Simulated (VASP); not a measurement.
```xyz
2
Lattice="1.1309 -1.9589 0.0000 1.1309 1.9589 0.0000 0.0000 0.0000 3.5737" Properties=species:S:1:pos:R:3 pbc="T T T"
Be     1.1309     0.6530     0.8934
Be     1.1309    -0.6530     2.6803
```

Computed with PBE GGA, VASP's PBE PAW potentials (set 64) (plane waves; VASP). Run with 500 eV cut-off, 18×18×10 Γ-centred mesh, first-order Methfessel-Paxton smearing of 0.10 eV, potentials Be.

**Question.** Estimate the energy per atom (σ→0), band gap (on the k-mesh) with the smallest direct gap where there is one.

**Answer.** 
```
Property                                                     Value
------------------------  ----------------------------------------
band gap (on the k-mesh)  none (metal, semimetal or under 0.01 eV)
energy per atom (σ→0)                       -363.3 kJ/mol of atoms
```

Only differences to runs with the same potentials and settings are physical.

The compound is Be in the hcp structure. It was relaxed first.
